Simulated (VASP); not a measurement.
Consider the following.

```
CaF2
1.0
    0.00000     2.52824     2.52824
    2.52824     0.00000     2.52824
    2.52824     2.52824     0.00000
Ca F
1 2
Direct
  0.00000   0.00000   0.00000
  0.25000   0.25000   0.25000
  0.75000   0.75000   0.75000
```

Level of theory: PBEsol GGA, VASP's PBE PAW potentials (set 64) (plane waves; VASP 6.6.1). Settings: 620 eV cut-off, 8×8×8 Γ-centred mesh, Gaussian smearing of 0.050 eV, potentials Ca_sv F.

**Question.** What does the run give for the energy per atom (σ→0), pressure, band gap (on the k-mesh) with the smallest direct gap where there is one?

**Answer.** 
```
Property                                     Result
-----------------------------------  --------------
band gap (on the k-mesh)                    8.53 eV
smallest direct gap (on the k-mesh)         8.59 eV
energy per atom (σ→0)                -5.766 eV/atom
pressure                                  29.96 GPa
```

Only differences to runs with the same potentials and settings are physical.

The compound is CaF2 in the fluorite structure. It was relaxed first under an external pressure of 30 GPa.
